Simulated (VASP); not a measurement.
Data:

```xyz
2
Lattice="4.1150 0.0000 0.0000 0.0000 4.1150 0.0000 0.0000 0.0000 4.1150" Properties=species:S:1:pos:R:3 pbc="T T T"
Cs     0.0000     0.0000     0.0000
Cl     2.0575     2.0575     2.0575
```

Method: PBEsol GGA, VASP's PBE PAW potentials (set 64) (plane waves; VASP 6.6.1). Run with 400 eV cut-off, 6×6×6 Γ-centred mesh, Gaussian smearing of 0.050 eV, potentials Cs_sv Cl.

Energy and stress use the plane-wave basis of the starting cell.

Question: The ions, cell shape and volume are relaxed. What does this cell relax into?

Answer: 
```xyz
2
Lattice="4.0724 0.0000 0.0000 0.0000 4.0724 0.0000 0.0000 0.0000 4.0724" Properties=species:S:1:pos:R:3 pbc="T T T"
Cs     0.0000     0.0000     0.0000
Cl     2.0362     2.0362     2.0362
```
Space group Pm-3m (221), at a tolerance of 0.03 Å.

Question: How do energy and volume change from the first to the last step?

Answer: The energy (σ→0) changes by -1.9 meV/atom and the volume by -3.1 %, in 3 ionic steps.

```
step  E(σ→0) (eV)  max force (eV/Å)  pressure (GPa)  volume (Å³)
----  -----------  ----------------  --------------  -----------
1         -6.8431             0.000           -0.54        69.68
2         -6.8460             0.000           -0.26        68.50
3         -6.8468             0.000           -0.01        67.54
```

The structure comes from a measured CsCl entry (Pm-3m) of the Crystallography Open Database, whose conditions weren't checked. This run relaxes it. Symmetry was kept, so distortions that lower it aren't found.
